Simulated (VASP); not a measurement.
```yaml
crystal:
  lattice:
    - [1.66532, -5.15957, 0.00000]
    - [1.66532, 5.15957, 0.00000]
    - [0.00000, 0.00000, 4.23824]
  atoms:
    - { symbol: P, position: [0.10531, 0.89469, 0.92618] }
    - { symbol: P, position: [0.39469, 0.60531, 0.42618] }
    - { symbol: P, position: [0.60531, 0.39469, 0.57382] }
    - { symbol: P, position: [0.89469, 0.10531, 0.07382] }
```

These are vdW-DF-cx, VASP's PBE PAW potentials (set 64) (plane waves; VASP 6.6.1) values and carry that method's errors. Numerical set-up: 520 eV cut-off, 11×11×8 Γ-centred mesh, tetrahedra with Blöchl corrections, potentials P.

The cores are frozen, which limits the accuracy of field gradients.

**Question.** Give the principal components of the electric field gradient (V/Å²) and the asymmetry η at each nucleus.

**Answer.** 
```tsv
atom	Vxx	Vyy	Vzz	η
P1	36.3	31.1	-67.4	0.08
P2	36.3	31.1	-67.4	0.08
P3	36.3	31.1	-67.4	0.08
P4	36.3	31.1	-67.4	0.08
```

The compound is P in the black structure. It was relaxed first.
